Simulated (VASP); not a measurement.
```
KI
1.0
    0.00000     3.50688     3.50688
    3.50688     0.00000     3.50688
    3.50688     3.50688     0.00000
K I
1 1
Cartesian
  0.00000   0.00000   0.00000
  3.50688   3.50688   3.50688
```

Calculation: r2SCAN+rVV10, VASP's PBE PAW potentials (set 64) (plane waves; VASP). Run with 520 eV cut-off, 7×7×7 Γ-centred mesh, tetrahedra with Blöchl corrections, potentials K_sv I.

Unless said otherwise, spin-orbit coupling is left out, though it shifts the bands of the heavy elements here.

**Question.** Give the energies of bands 6 to 11 at the high-symmetry points, in eV from the valence-band maximum.

**Answer.** 
```csv
band,Γ,X,U,L,W
6,0.00,-1.07,-0.92,-1.39,-0.78
7,0.00,-0.39,-0.80,-0.36,-0.78
8,0.00,-0.39,-0.41,-0.36,-0.63
9,4.57,5.25,6.00,5.95,6.90
10,6.99,6.49,7.38,8.32,6.90
11,6.99,8.85,8.15,8.76,7.39
```

The gap is direct, 4.57 eV, from the valence maximum at Γ to the conduction minimum at Γ.

Measured: gap 6.10 eV (computed value off by -1.53 eV), as given by Aguado et al., (1998), arXiv:cond-mat/9809176.

The compound is KI in the rock salt structure. It was relaxed first.
